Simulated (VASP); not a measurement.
Consider the following.

```xyz
6
Lattice="-2.4898 2.4898 3.6738 2.4898 -2.4898 3.6738 2.4898 2.4898 -3.6738" Properties=species:S:1:pos:R:3 pbc="T T T"
Si     0.0000     0.0000     0.0000
Si     0.0000     2.4898     1.8369
O      0.4853     1.2449     0.9184
O     -1.2449     2.0046     2.7553
O     -0.4853     3.7347     0.9184
O      1.2449     2.9751     2.7553
```

Calculation: PBEsol GGA, VASP's PBE PAW potentials (set 64) (plane waves; VASP 6.6.1). Numerical set-up: 520 eV cut-off, 7×7×7 Γ-centred mesh, tetrahedra with Blöchl corrections, potentials Si O.

The cores are frozen, which limits the accuracy of field gradients.

**Question.** Give the principal components of the electric field gradient (V/Å²) and the asymmetry η at each nucleus.

**Answer.** 
```tsv
atom	Vxx	Vyy	Vzz	η
Si1	0.2	0.2	-0.5	-
Si2	0.2	0.2	-0.5	-
O3	-52.6	-36.3	88.9	0.18
O4	-52.6	-36.3	88.9	0.18
O5	-52.6	-36.3	88.9	0.18
O6	-52.6	-36.3	88.9	0.18
```

The structure comes from a computed database's SiO2 entry (I-42d); how it stands against other phases isn't given here. It was relaxed first.
